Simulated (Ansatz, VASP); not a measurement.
# Re in two plane-wave programs

One calculation is typed for both programs; each brings its own data sets. How far apart do they land? The structure shown is the end of the Ansatz relaxation below.

Program: Ansatz 0.2.0. Level of theory: plane waves, with VASP 6.6.1 beside it; single point at PBEsol. Results are calculated unless marked as measured.

## Step 1: Set-up

It takes space group P6_3/mmc (No. 194, hexagonal). The conventional cell has a = 2.751 Å, b = 2.751 Å, c = 4.443 Å, α = 90.00°, β = 90.00°, γ = 120.00°. Re has 12 Re at 2.73 to 2.75 Å nearest.

## Step 2: Ansatz: relaxation, PBEsol

Ansatz runs on its PAW soft_1 files.

This run makes the geometry at which the two programs are then compared.

The input, input.yaml:

```yaml
crystal:
  lattice:
    - [2.750624, 0.0, 0.0]
    - [-1.375312, 2.3821102603, 0.0]
    - [0.0, 0.0, 4.442739]
  atoms:
    - { symbol: Re, position: [0.3333333, 0.6666667, 0.75] }
    - { symbol: Re, position: [0.6666667, 0.3333333, 0.25] }
kpoints:
  mp_grid: { grid: [18, 18, 10] }
scf:
  occupations: { method: fermi_dirac, width: 0.05 }
hamiltonian:
  xc: pbesol
  pseudopotentials: { kind: paw, azcp: { folder: soft_1 }, xc_functional: pbe }
basis:
  ecutwfc: 600
output:
  forces: true
  stress: true
  write_density: true
  write_potential: true
  elf: true
  volumetric_format: npy
relax:
  f_tol: 0.005
  max_steps: 70
  cell: { stress_tol: 0.02, p_target: 0, fix: [a, b, alpha, beta, gamma] }
```

On the command line:

```
$ ansatz run input.yaml --threads 4 --pin off --max-ram 10240MiB --backend cpu --events-out ev --progress --plain --runs-dir out
```

Numbers of over 12 decimals in the logs are rounded to 6 here.

Log:

```text
Engine: ansatz 0.2.0, aarch64-unknown-linux-gnu
Pseudopotentials: kind: paw
Pseudopotential: Re, paw, valence charge 15, recommended cutoff 420 eV (normal), soft_1/Re.paw.azcp
Functional definition: PBEsol
  exchange = pbesol_x
  correlation = pbesol_c
Crystal: 2 atoms, lattice volume = 29.110 Å³
Basis set: ecut = 600 eV, 989 PW (Γ), exchange–correlation on 48×48×72 points (8 copies of the dense FFT grid, shifted against one another)
Bands: 19, of which v1, the nominal top of the filled ones, is band 15 counted from 1 (14 counted from 0)
Symmetry: 24 space group operations
Space group: P63/mmc (ITA 194), of the structure as read, at distance tolerance 3.1e-5 Å
k-points: 222 of 3240
Non-local potential: Re, projectors of the file, l = 0: 3, l = 1: 2, l = 2: 2, l = 3: 1
PAW form: soft (Blöchl's): semilocal exchange-correlation on the pseudo side does not see the compensation charge
PAW frozen core: Re, regenerated for the run's functional, and the local potential with it (the file was generated under x = pbe(κ = 0.804, μ = 0.219515), c = pbe(β = 0.066725))
PAW one-centre angular grid: Re, 590 points (default); XC on 64 Gauss nodes
Initial density: superposition of atomic densities (chi_scale 0.1, normalization cell)
Initial wavefunctions: pseudopotential atomic-orbital guess
Functional: x = pbesol(κ = 0.804, μ = 0.123457), c = pbesol(β = 0.046)
SCF iter   1: F=—  HF=-21477.182907 eV  |F-HF|=—  |Δ(HF+E_count)|=         —  Δρ=6.24e-2  dr2=1.05e0  ethr=3.10e-3  ⟨swp⟩=5.1  Hψ=17412  notcnv=0
preconditioner: auto → none  [metal: Δε(μ)=0.004 eV  Ē_g=6.487 eV  σ=0.050 eV  W_gap=0.02  n_scr=8 (ndim 8)  ℏωp=25.8 eV  f_vac=0.000  D(μ)=1.49/eV (n_scr^D=22)  sad-step TF]
SCF iter   2: F=—  HF=-21476.896476 eV  |F-HF|=—  |Δ(HF+E_count)|=   2.86e-1  Δρ=3.64e-2  dr2=3.44e-1  ethr=3.10e-3  ⟨swp⟩=2.0  Hψ=6783  notcnv=0
SCF iter   3: F=—  HF=-21476.763443 eV  |F-HF|=—  |Δ(HF+E_count)|=   1.33e-1  Δρ=1.70e-3  dr2=2.94e-4  ethr=1.15e-3  ⟨swp⟩=3.0  Hψ=8202  notcnv=0
SCF iter   4: F=—  HF=-21476.763813 eV  |F-HF|=—  |Δ(HF+E_count)|=   3.69e-4  Δρ=2.10e-4  dr2=1.21e-5  ethr=9.80e-7  ⟨swp⟩=2.0  Hψ=6190  notcnv=0
SCF iter   5: F=—  HF=-21476.763810 eV  |F-HF|=—  |Δ(HF+E_count)|=   2.48e-6  Δρ=3.47e-5  dr2=2.22e-7  ethr=4.03e-8  ⟨swp⟩=2.0  Hψ=5737  notcnv=0
SCF iter   6: F=-21476.763810 eV  HF=-21476.763810 eV  |F-HF|=3.74e-9  |Δ(HF+E_count)|=   3.87e-9  Δρ=7.52e-6  dr2=1.06e-8  ethr=3.33e-10  ⟨swp⟩=7.8  Hψ=24680  notcnv=0
SCF 1 converged in 6 iterations: F = -21476.763810 eV  dr2 = 1.06e-8
  greatest PAW one-centre occupation: 0.999 electrons in one spin orbital (limit 2), on the Re atom at site 1 (counted from 0), in its partial waves of l = 0
relax step   1: F+E_penalty+E_count = -21476.76381044 eV  Δ(F+E_penalty+E_count) = +0.000e0 eV  max|allowed force component| = 1.388e-17 eV/Å  Δτ_max = 0.0000 Å  P = +0.005 GPa  Ω = 29.110 Å³  fix = [a, b, alpha, beta, gamma]  reactions: a +0.004, b +0.004 GPa  (6 SCF iters, dr2 threshold 1.00e-7 eV, accepted)
Initial density: handed on by an earlier stage of this run
Initial wavefunctions: pseudopotential atomic-orbital guess (no wavefunctions were taken with the density)
iter 1 solved again at ethr=1.51e-8 eV; its pass at ethr=3.10e-3 eV (dr2=4.52e-6 eV) is discarded
SCF iter   1: F=—  HF=-21476.763810 eV  |F-HF|=—  |Δ(HF+E_count)|=         —  Δρ=7.58e-6  dr2=1.08e-8  ethr=1.51e-8  ⟨swp⟩=3.5  Hψ=30344  notcnv=0
preconditioner: auto → none  [metal: Δε(μ)=0.003 eV  Ē_g=6.205 eV  σ=0.050 eV  W_gap=0.02  n_scr=8 (ndim 8)  ℏωp=25.8 eV  f_vac=0.000  D(μ)=1.62/eV (n_scr^D=22)]
SCF iter   2: F=—  HF=-21476.763810 eV  |F-HF|=—  |Δ(HF+E_count)|=   7.66e-7  Δρ=2.91e-6  dr2=1.14e-9  ethr=3.60e-11  ⟨swp⟩=2.0  Hψ=7376  notcnv=0
SCF iter   3: F=—  HF=-21476.763810 eV  |F-HF|=—  |Δ(HF+E_count)|=  2.76e-10  Δρ=6.73e-7  dr2=5.01e-11  ethr=3.80e-12  ⟨swp⟩=1.1  Hψ=4237  notcnv=0
iter 4 did not close the SCF: its close was put off for the readings that it lacked (scf_convergence_deferred on its scf_iter line)
SCF iter   4: F=-21476.763810 eV  HF=-21476.763810 eV  |F-HF|=1.09e-11  |Δ(HF+E_count)|=  3.27e-11  Δρ=8.28e-8  dr2=1.26e-12  ethr=1.00e-12  ⟨swp⟩=1.0  Hψ=4218  notcnv=0
iter 5 did not close the SCF: its close was put off for the readings that it lacked (scf_convergence_deferred on its scf_iter line)
SCF iter   5: F=-21476.763810 eV  HF=-21476.763810 eV  |F-HF|=0.00e0  |Δ(HF+E_count)|=    0.00e0  Δρ=1.74e-8  dr2=3.38e-14  ethr=1.00e-12  ⟨swp⟩=1.0  Hψ=4218  notcnv=0
iter 6 did not close the SCF: its close was put off for the readings that it lacked (scf_convergence_deferred on its scf_iter line)
SCF iter   6: F=-21476.763810 eV  HF=-21476.763810 eV  |F-HF|=3.64e-12  |Δ(HF+E_count)|=  3.64e-12  Δρ=4.03e-9  dr2=3.11e-15  ethr=1.00e-12  ⟨swp⟩=1.0  Hψ=4218  notcnv=0
iter 7 did not close the SCF: its close was put off for the readings that it lacked (scf_convergence_deferred on its scf_iter line)
SCF iter   7: F=-21476.763810 eV  HF=-21476.763810 eV  |F-HF|=3.64e-12  |Δ(HF+E_count)|=  1.09e-11  Δρ=6.56e-10  dr2=7.36e-17  ethr=1.00e-12  ⟨swp⟩=1.0  Hψ=4218  notcnv=0
SCF iter   8: F=-21476.763810 eV  HF=-21476.763810 eV  |F-HF|=3.64e-12  |Δ(HF+E_count)|=  1.09e-11  Δρ=1.42e-10  dr2=1.57e-18  ethr=1.00e-12  ⟨swp⟩=2.0  Hψ=10260  notcnv=0
SCF 2 converged in 8 iterations: F = -21476.763810 eV  dr2 = 1.57e-18
relax step   2: F+E_penalty+E_count = -21476.76381044 eV  Δ(F+E_penalty+E_count) = -2.095e-9 eV  max|allowed force component| = 1.388e-17 eV/Å  Δτ_max = 0.0000 Å  P = +0.004 GPa  Ω = 29.110 Å³  fix = [a, b, alpha, beta, gamma]  reactions: a +0.004, b +0.004 GPa  stress off target by 5.80e-3 GPa on what of the cell is left free  SCF on the basis re-selected at this cell (its energy is not comparable with the rows above)  (8 SCF iters)
basis re-selected at this cell: Δ(F+E_penalty+E_count) = -2.095e-9 eV, ΔP = -0.000 GPa vs the last step (what re-selecting the basis moved, of the pressure what is left beyond the Pulay correction that the steps carried, after the strain that the cell walked since its last selection, with what the two solves' SCF thresholds leave and, on support functions, any second-order correction that the steps lacked; it is no m [...]
SCF converged after 8 iterations
Free energy (F): -21476.763810 eV
Harris-Foulkes:  -21476.763810 eV  (|F-HF|=3.64e-12)
Internal energy: -21476.750314 eV  (E = F + TS)
E sigma→0 (E₀):  -21476.757062 eV
Entropy (-TS):   -0.013497 eV (-6.748 meV/atom)
Fermi energy:    24.145908 eV
--- Per-component energies (eV) ---
  E_band       = -138.003103
  E_kinetic    = 1047.681233
  E_local      = -1530.176710  (includes V_loc(G=0)·N_el)
  E_nonlocal   = 165.084971
  E_hartree    = 533.921781
  E_xc         = -709.165128
  E_vxc        = -580.912408  (∫ρ·V_xc dr)
  E_paw        = -17152.117398  (= ΣΔE_a)
  E_vpaw       = -307.523788  (= ΣTr[D̂ρ^β])
  E_aug_tail   = 0.000037  (compensation charges beyond the density's cutoff)
  E_ewald      = -3832.445753
  E_core_change = 0.466653  (= ΣΔE_core)
  E_smearing   = -0.013497  (= −TS)
  E_closure    = 0.000000  (closes the sum)
  Σ components = -21476.763810   (vs F -21476.763810, Δ=0.00e0)
--- Forces (eV/Å), atoms counted from 1 ---
  atom   1  Re     0.00000000    -0.00000000     0.00000000
  atom   2  Re    -0.00000000     0.00000000     0.00000000
  max |Σ_I F_I| component: 9.25e-18 eV/Å
--- Stress (GPa, compression-positive) ---
        0.003721       0.000000       0.000000
        0.000000       0.003721      -0.000000
        0.000000      -0.000000       0.005798
  P = ⅓ Tr σ = 0.0044 GPa (0.044 kbar)
--- Band table (eV; the first three rows and the last of 222) ---
  k-point 0: bands = [... 11 lower, 22.5501, 22.5520, 23.4052, 23.4052, 24.3540, 24.3540, 24.8020, 27.5891]
  k-point 1: bands = [... 11 lower, 22.4881, 22.4881, 23.3273, 23.3273, 24.4519, 24.5286, 24.5286, 27.6057]
  k-point 2: bands = [... 11 lower, 22.3725, 22.3725, 23.1248, 23.1248, 23.6218, 24.9718, 24.9718, 27.6103]
  k-point 221: bands = [... 11 lower, 20.3782, 21.9983, 21.9983, 24.2198, 24.2198, 27.5790, 27.5790, 33.8384]
--- Relaxed structure (1 steps of the walk, 1 accepted, 1 SCFs on fresh bases) ---
  F+E_penalty+E_count = -21476.76381044 eV   max|allowed force component| = 1.388e-17 eV/Å   (the final SCF, on the basis selected at the relaxed cell)
  cell:  # Å, volume = 29.1101 Å³
    - [2.750624, 0.0, 0.0]
    - [-1.375312, 2.382110, 0.0]
    - [0.0, 0.0, 4.442739]
  atoms:
    - { symbol: Re, position: [0.333333, 0.666667, 0.750000] }
    - { symbol: Re, position: [0.666667, 0.333333, 0.25] }
```

The column dr2 measures how far the density is from self-consistency, as an energy; F and HF (Harris–Foulkes) agree once it is small.

## Step 3: VASP: single point, PBEsol, pair 1

The same cell, functional, mesh and smearing now go to VASP, with its own data sets.

Lines of VASP's logs that name or quote its potential files are left out, and so is its time.

The input, INCAR:

```
SYSTEM = Re
PREC = Accurate
ENCUT = 600
EDIFF = 1E-06
NELM = 120
ISMEAR = -1
SIGMA = 0.05
LREAL = .FALSE.
ALGO = Normal
GGA = PS
NBANDS = 13
LASPH = .TRUE.
LORBIT = 11
LWAVE = .FALSE.
LCHARG = .FALSE.
ISIF = 2
GGA_COMPAT = .FALSE.
KPAR = 2
```

The input, POSCAR:

```
Re
1.0
    2.7506240000      0.0000000000      0.0000000000
   -1.3753120000      2.3821102603      0.0000000000
    0.0000000000      0.0000000000      4.4427390000
Re
2
Direct
    0.3333333333      0.6666666667      0.7500000000
    0.6666666667      0.3333333333      0.2500000000
```

The input, KPOINTS:

```
Automatic mesh
0
Gamma
18 18 10
0 0 0
```

PAW data sets: Re (PBE family, release 64).

On the command line:

```
$ mpirun -np 2 vasp_std
```

Log:

```text
[banner, memory and clock lines left out]
running    2 mpi-ranks, on    1 nodes
 distrk:  each k-point on    1 cores,    2 groups
 distr:  one band on    1 cores,    1 groups

 POSCAR found type information on POSCAR Re
 POSCAR found :  1 types and       2 ions
|                                                                             |
|               ----> ADVICE to this user running VASP <----                  |
|                                                                             |
|     You enforced a specific xc type in the INCAR file but a different       |
|     [... a line on the potential file left out ...]
|     I HOPE YOU KNOW WHAT YOU ARE DOING!                                     |
|                                                                             |

 LDA part: xc-table for (Slater+PW92), standard interpolation
 POSCAR, INCAR and KPOINTS ok, starting setup
 FFT: planning ... GRIDC
 FFT: planning ... GRID_SOFT
 FFT: planning ... GRID
 WAVECAR not read
 entering main loop
       N       E                     dE             d eps       ncg     rms          rms(c)
DAV:   1     0.309349476686E+02    0.30935E+02   -0.72588E+03 10898   0.146E+03
DAV:   2    -0.253369695216E+02   -0.56272E+02   -0.47830E+02  9777   0.332E+02
DAV:   3    -0.281979316221E+02   -0.28610E+01   -0.25375E+01 10096   0.976E+01
DAV:   4    -0.282510184599E+02   -0.53087E-01   -0.51250E-01  9139   0.720E+00
DAV:   5    -0.282518382640E+02   -0.81980E-03   -0.81932E-03  9843   0.115E+00    0.453E+01
DAV:   6    -0.271285901918E+02    0.11232E+01   -0.96129E-01 10055   0.277E+01    0.187E+01
DAV:   7    -0.267582648369E+02    0.37033E+00   -0.64579E-01 10260   0.221E+01    0.513E-01
DAV:   8    -0.267455620868E+02    0.12703E-01   -0.86170E-03  9845   0.897E-01    0.159E-01
DAV:   9    -0.267447825910E+02    0.77950E-03   -0.39865E-04 10325   0.208E-01    0.445E-02
DAV:  10    -0.267447771663E+02    0.54247E-05   -0.61421E-05  9521   0.948E-02    0.147E-02
DAV:  11    -0.267447778804E+02   -0.71410E-06   -0.26036E-07  5590   0.224E-02
   1 F= -.26744778E+02 E0= -.26738003E+02  d E =-.135493E-01
```

Parts of OUTCAR (step 3):

```text
ion  position               nearest neighbor table
   1  0.333  0.667  0.750-   2 2.73   2 2.73   2 2.73   2 2.73   2 2.73   2 2.73
   2  0.667  0.333  0.250-   1 2.73   1 2.73   1 2.73   1 2.73   1 2.73   1 2.73

  LATTYP: Found a hexagonal cell.
 ALAT       =     2.7506240000
 C/A-ratio  =     1.6151749567

 Subroutine GETGRP returns: Found 24 space group operations
 (whereof 12 operations were pure point group operations)

The static configuration has the point symmetry D_3d.
 The point group associated with its full space group is D_6h.

 Found    222 irreducible k-points:

   k-points           NKPTS =    222   k-points in BZ     NKDIM =    222   number of bands    NBANDS=     13

   dimension x,y,z NGX =    24 NGY =   24 NGZ =   36
   dimension x,y,z NGXF=    48 NGYF=   48 NGZF=   72

   ENCUT  =  600.0 eV  44.10 Ry    6.64 a.u.   5.49  5.49  8.87*2*pi/ulx,y,z

   NELECT =      14.0000    total number of electrons

 k-points in reciprocal lattice and weights: Automatic mesh
   0.00000000  0.00000000  0.00000000       0.000
   0.05555556 -0.00000000  0.00000000       0.002
   0.11111111 -0.00000000  0.00000000       0.002
   0.16666667 -0.00000000  0.00000000       0.002
   0.22222222  0.00000000  0.00000000       0.002
   0.27777778 -0.00000000  0.00000000       0.002
   0.33333333 -0.00000000  0.00000000       0.002
   0.38888889  0.00000000  0.00000000       0.002
   0.44444444  0.00000000  0.00000000       0.002
[...]
0.33333333  0.27777778  0.50000000       0.004
   0.33333333  0.33333333  0.50000000       0.001

 average (electrostatic) potential at core
       1 -38.8115       2 -38.8115

 E-fermi :   7.8374

 k-point     1 :       0.0000    0.0000    0.0000
  band No.  band energies     occupation
    ...
      3       6.2378      2.00000
      4       6.2378      2.00000
      5       6.2385      2.00000
      6       7.0918      2.00000
      7       7.0918      2.00000
      8       8.0409      0.03360
      9       8.0409      0.03360
     10       8.4861      0.00000
     11      11.2735      0.00000
     12      11.2735      0.00000
    ...

 k-point     2 :       0.0556   -0.0000    0.0000
  band No.  band energies     occupation
    ...
      4       6.3559      2.00000
      5       6.5674      2.00000
      6       6.9980      2.00000
      7       7.2035      1.99999
      8       7.7799      1.51910
      9       7.9393      0.23064
     10       8.1564      0.00339
     11      11.3432      0.00000
     12      11.8696      0.00000
     13      17.9898      0.00000

 k-point     3 :       0.1111   -0.0000    0.0000
  band No.  band energies     occupation
    ...
      5       6.7062      2.00000
      6       6.8502      2.00000
      7       6.9831      2.00000
      8       7.5339      1.99539
      9       7.6726      1.92855
     10       7.9054      0.40838
     11      11.5171      0.00000
     12      13.0792      0.00000
     13      17.9477      0.00000

  Total        0.0268985      0.0268985      0.0050663      0.0000000      0.0000000      0.0000000
  in kB        1.4804509      1.4804509      0.2788430      0.0000000      0.0000000      0.0000000
  external PRESSURE =       1.0799149 kB  Pullay stress =       0.0000000 kB

  energy-cutoff  :      600.00
  volume of cell :       29.11
      direct lattice vectors                 reciprocal lattice vectors
     2.750624000  0.000000000  0.000000000     0.363553870  0.209897925  0.000000000
    -1.375312000  2.382110260  0.000000000     0.000000000  0.419795849  0.000000000
     0.000000000  0.000000000  4.442739000     0.000000000  0.000000000  0.225086371

 POSITION                                       TOTAL-FORCE (eV/Angst)
 -----------------------------------------------------------------------------------
     -0.00000      1.58807      3.33205        -0.000000      0.000000      0.000000
      1.37531      0.79404      1.11068         0.000000     -0.000000      0.000000
 -----------------------------------------------------------------------------------
    total drift:                               -0.000000      0.000000     -0.000000

  FREE ENERGIE OF THE ION-ELECTRON SYSTEM (eV)
  ---------------------------------------------------
  free  energy   TOTEN  =       -26.7447778804 eV

  energy  without entropy=      -26.7312285428  energy(sigma->0) =      -26.73800321

 total charge
# of ion       s       p       d       tot
------------------------------------------
    1        0.631   0.687   4.884   6.202
    2        0.631   0.687   4.884   6.202
--------------------------------------------------
tot          1.263   1.373   9.768  12.404

[... 3 further parts left out ...]
```

The data set Re keeps the semicore shell frozen, which is cheaper and a little less accurate.

## Step 4: Side by side

Known differences besides the potentials themselves: the data sets hold 30 valence electrons in Ansatz (on its PAW soft_1 files) and 14 in VASP; Ansatz makes its cores anew for this functional, VASP keeps those of its PBE data sets; Ansatz's pressure holds a Pulay correction, VASP's none. Total energies have different zeros and are not compared.

The two programs side by side:

| quantity | Ansatz | VASP | difference |
| --- | --- | --- | --- |
| pressure (GPa) | 0.00 | 0.11 | -0.10 |

## Step 5: Ansatz: relaxation, PBEsol

This run makes the geometry at which the two programs are then compared. The cell compared in this pair holds 27.90 Å³, against 29.11 Å³ for the pair before.

The structure compared here is the end of the Ansatz relaxation.

input.yaml, the sections that differ from step 2:

```yaml
crystal:
  lattice:
    - [2.66810528, 0.0, 0.0]
    - [-1.33405264, 2.3106469525, 0.0]
    - [0.0, 0.0, 4.522708302]
  atoms:
    - { symbol: Re, position: [0.3333333, 0.6666667, 0.75] }
    - { symbol: Re, position: [0.6666667, 0.3333333, 0.25] }
output:
  forces: true
  stress: true
# kpoints, scf, hamiltonian, basis, relax: as in step 2
```

On the command line:

```
$ ansatz run input.yaml --threads 4 --pin off --max-ram 10240MiB --backend cpu --events-out ev --progress --plain --runs-dir out
```

Log:

```text
[...]
Crystal: 2 atoms, lattice volume = 27.883 Å³
Basis set: ecut = 600 eV, 931 PW (Γ), exchange–correlation on 48×48×80 points (8 copies of the dense FFT grid, shifted against one another)
Bands: 19, of which v1, the nominal top of the filled ones, is band 15 counted from 1 (14 counted from 0)
Symmetry: 24 space group operations
[...]
k-points: 222 of 3240
[...]
-0.000000      28.882166       0.000000
        0.000000       0.000000      -0.001963
  P = ⅓ Tr σ = 19.2541 GPa (192.541 kbar)
--- Relaxed structure (3 steps of the walk, 2 accepted, 1 SCFs on fresh bases) ---
[...]
cell:  # Å, volume = 27.8995 Å³
    - [2.668105, 0, 0.0]
    - [-1.334053, 2.310647, 0.0]
    - [0.0, 0.0, 4.525427]
  atoms:
    - { symbol: Re, position: [0.333333, 0.666667, 0.750000] }
    - { symbol: Re, position: [0.666667, 0.333333, 0.25] }
[key lines of the parts left out:]
SCF converged after 8 iterations
Free energy (F): -21476.617757 eV
Fermi energy:    25.457677 eV
```

(Continued in part 2 of 2.)

[Lines on the potential files, build, host, timing and source positions are cut from VASP's logs without a mark.]

[Logs are printed without paths, hosts, clocks, repeated set-up lines and the standing remarks that a program may print on its own settings, such as how far it seeks lower states.]

[Hosts, paths, dates, database ids (printed as entryN), source tags and the programs' standing remarks are cut or masked in the printed files.]
